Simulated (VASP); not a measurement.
Calculation: PBE GGA, VASP's PBE PAW potentials (set 64) (plane waves; VASP).

A VASP calculation is set up with these files.

### POSCAR
```
Sc
1
    1.6237020000    -2.8534790000     0.0000000000
    1.6237020000     2.8534790000     0.0000000000
    0.0000000000     0.0000000000     5.1744230000
Sc
2
Direct
  0.3333330000   0.6666670000   0.2500000000
  0.6780090000   0.3446750000   0.7500000000
```

### INCAR
```
! general
SYSTEM   = Sc
PREC     = Accurate
ENCUT    = 400   ! plane-wave cut-off (eV)
LREAL    = F
LASPH    = T   ! aspherical one-centre terms
KSPACING = 0.25
KGAMMA   = T

! electronic loop
EDIFF    = 1E-6
NELM     = 100
ALGO     = Normal
LMAXMIX  = 4   ! l cut-off of mixed one-centre charges

! smearing
ISMEAR   = 1   ! Methfessel-Paxton
SIGMA    = 0.1

! functional
GGA      = PE   ! PBE

! ions
ISIF     = 2   ! forces and stress, cell fixed

! output
LWAVE    = F
LCHARG   = F
```

POTCAR, in this order: Sc_sv (PBE.64 set). Program: vasp_std.

What VASP printed:

OSZICAR:
```
       N       E                     dE             d eps       ncg     rms          rms(c)
DAV:   1     0.341649806411E+03    0.34165E+03   -0.99960E+03  3714   0.128E+03
DAV:   2     0.553143393216E+01   -0.33612E+03   -0.33140E+03  5022   0.655E+02
DAV:   3    -0.135418834994E+02   -0.19073E+02   -0.18469E+02  6020   0.168E+02
DAV:   4    -0.138296613843E+02   -0.28778E+00   -0.28503E+00  5568   0.209E+01
DAV:   5    -0.138352782719E+02   -0.56169E-02   -0.56111E-02  6128   0.254E+00    0.777E+00
DAV:   6    -0.126507657136E+02    0.11845E+01   -0.27397E+00  4614   0.217E+01    0.235E+00
DAV:   7    -0.124951803282E+02    0.15559E+00   -0.69977E-01  4845   0.993E+00    0.854E-01
DAV:   8    -0.124855752524E+02    0.96051E-02   -0.28564E-02  5104   0.249E+00    0.247E-01
DAV:   9    -0.124840939785E+02    0.14813E-02   -0.85718E-03  4825   0.112E+00    0.239E-02
DAV:  10    -0.124841044107E+02   -0.10432E-04   -0.13538E-04  6041   0.175E-01    0.734E-03
DAV:  11    -0.124841009440E+02    0.34667E-05   -0.22686E-06  3994   0.198E-02    0.262E-03
DAV:  12    -0.124841027142E+02   -0.17702E-05   -0.71519E-07  3077   0.149E-02    0.110E-03
DAV:  13    -0.124841024489E+02    0.26527E-06   -0.15567E-07  2573   0.784E-03
   1 F= -.12484102E+02 E0= -.12483439E+02  d E =-.198941E-02
```

OUTCAR:
```
------------------------ aborting loop because EDIFF is reached ----------------------------------------
  FORCE on cell =-STRESS in cart. coord.  units (eV):
  Direction    XX          YY          ZZ          XY          YZ          ZX
  --------------------------------------------------------------------------------------
  Total        0.7572644      0.4130755      0.2456387     -0.0509657      0.0000000      0.0000000
  in kB       25.3037685     13.8027959      8.2079435     -1.7030047      0.0000000      0.0000000
  external PRESSURE =      15.7715026 kB  Pullay stress =       0.0000000 kB
  volume of cell :       47.95
      direct lattice vectors                 reciprocal lattice vectors
     1.623702000 -2.853479000  0.000000000     0.307938279 -0.175224699  0.000000000
     1.623702000  2.853479000  0.000000000     0.307938279  0.175224699  0.000000000
     0.000000000  0.000000000  5.174423000     0.000000000  0.000000000  0.193258263
 POSITION                                       TOTAL-FORCE (eV/Angst)
 -----------------------------------------------------------------------------------
      1.62370      0.95116      1.29361         0.044886     -0.021350      0.000000
      1.66053     -0.95116      3.88082        -0.044886      0.021350     -0.000000
 -----------------------------------------------------------------------------------
    total drift:                                0.000005      0.000000      0.000000
  FREE ENERGIE OF THE ION-ELECTRON SYSTEM (eV)
  ---------------------------------------------------
  free  energy   TOTEN  =       -12.4841024489 eV

  energy  without entropy=      -12.4821130354  energy(sigma->0) =      -12.48343931
```
(Selected blocks of OUTCAR.)

OUTCAR:
```
 val. band max:        3.8460432907   @ k =   0.3333   0.1111   0.4000

 cond. band min:       3.8553912806   @ k =  -0.4444   0.1111   0.2000


 Fermi energy:         3.8472132916

 k-point     1 :       0.0000    0.0000    0.0000
  band No.  band energies     occupation
      1     -45.5041      2.00000
      2     -45.4290      2.00000
      3     -24.3510      2.00000
      4     -23.9820      2.00000
      5     -23.9738      2.00000
      6     -23.9146      2.00000
      7     -23.9076      2.00000
      8     -23.8882      2.00000
      9      -1.3376      2.00000
     10       2.1466      2.00000
     11       4.4041     -0.00000
     12       5.4035     -0.00000
     13       5.5627     -0.00000
     14       5.6442     -0.00000
     15       5.8576      0.00000

 k-point     2 :       0.1111   -0.0000    0.0000
  band No.  band energies     occupation
      1     -45.4975      2.00000
      2     -45.4266      2.00000
      3     -24.3330      2.00000
      4     -24.0145      2.00000
      5     -23.9886      2.00000
      6     -23.9449      2.00000
      7     -23.9190      2.00000
      8     -23.8963      2.00000
      9      -1.0588      2.00000
     10       2.3804      2.00000
     11       4.1822     -0.00002
     12       5.0737     -0.00000
     13       5.6588     -0.00000
     14       5.7656     -0.00000
     15       5.9778      0.00000

 k-point     3 :      -0.0000    0.1111    0.0000
  band No.  band energies     occupation
      1     -45.4976      2.00000
      2     -45.4265      2.00000
      3     -24.3338      2.00000
      4     -24.0095      2.00000
      5     -23.9936      2.00000
      6     -23.9481      2.00000
      7     -23.9157      2.00000
      8     -23.8955      2.00000
      9      -1.0592      2.00000
     10       2.3776      2.00000
     11       4.1721     -0.00004
     12       5.0910     -0.00000
     13       5.6398     -0.00000
     14       5.7546     -0.00000
     15       5.9558      0.00000
...
```

The compound is Sc in the hcp structure. The cell was not relaxed at this level, atoms are displaced from their ideal sites. The run is one of a series of settings (KGAMMA = .TRUE., KSPACING = 0.25, KPOINTS file removed against the base run), some of them coarse on purpose.
